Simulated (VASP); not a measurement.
Given:

```xyz
3
Lattice="0.0000 3.8307 3.8307 3.8307 0.0000 3.8307 3.8307 3.8307 0.0000" Properties=species:S:1:pos:R:3 pbc="T T T"
Pb     0.0000     0.0000     0.0000
I      1.9153     1.9153     1.9153
I      5.7460     5.7460     5.7460
```

All values below come from PBE GGA, VASP's PBE PAW potentials (set 64) (plane waves; VASP). Settings: 520 eV cut-off, 5×5×5 Γ-centred mesh, Gaussian smearing of 0.050 eV, potentials Pb I.

What does the run give for the energy per atom (σ→0), pressure?

```json
{
  "energy per atom (σ→0)": "-2.711 eV/atom",
  "pressure": "3.69 GPa"
}
```

Total energies compare only between runs with the same potentials, cut-off and functional.

The structure was generated: PbI2 was put into the fluorite type (Fm-3m), which need not be its known phase. The cell was not relaxed at this level. The run is one of a series of settings (ENCUT = 520, POTCAR Pb I (PBE.64 set) against the base run), some of them coarse on purpose.
